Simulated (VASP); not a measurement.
Calculation: MS2 meta-GGA, VASP's PBE PAW potentials (set 64) (plane waves; VASP).

Input for VASP

### INCAR
```
SYSTEM = KBr
PREC = Accurate; ENCUT = 520; LREAL = .False.
LASPH = .True.
EDIFF = 1E-7; NELM = 100; ALGO = Normal
LMAXMIX = 4; LMIXTAU = .True.
ISMEAR = 0; SIGMA = 0.05
METAGGA = MS2
ISIF = 2
LWAVE = .False.; LCHARG = .False.
```

KPOINTS:
```
Automatic mesh
0
Gamma
7 7 7
0 0 0
```

**POSCAR**
```
KBr
1
    0.0000000000     3.3779830756     3.3779830756
    3.3779830756     0.0000000000     3.3779830756
    3.3779830756     3.3779830756     0.0000000000
K Br
1 1
Direct
  0.0000000000   0.0000000000   0.0000000000
  0.5000000000   0.5000000000   0.5000000000
```

POTCAR, in this order: K_sv Br (PBE.64 set). Program: vasp_std.

### Question
What will the output report for the number of irreducible k-points (NKPTS), largest plane-wave count, number of space-group operations, FFT grid (NGX, NGY, NGZ)?

### Answer

```json
{
  "number of irreducible k-points (NKPTS)": "20",
  "largest_plane_wave_count": "2102",
  "number_of_space_group_operations": "48",
  "FFT grid (NGX, NGY, NGZ)": "36 × 36 × 36"
}
```

The compound is KBr in the rock salt structure. This cell is one point of a volume scan, at 1.06 of the reference volume.
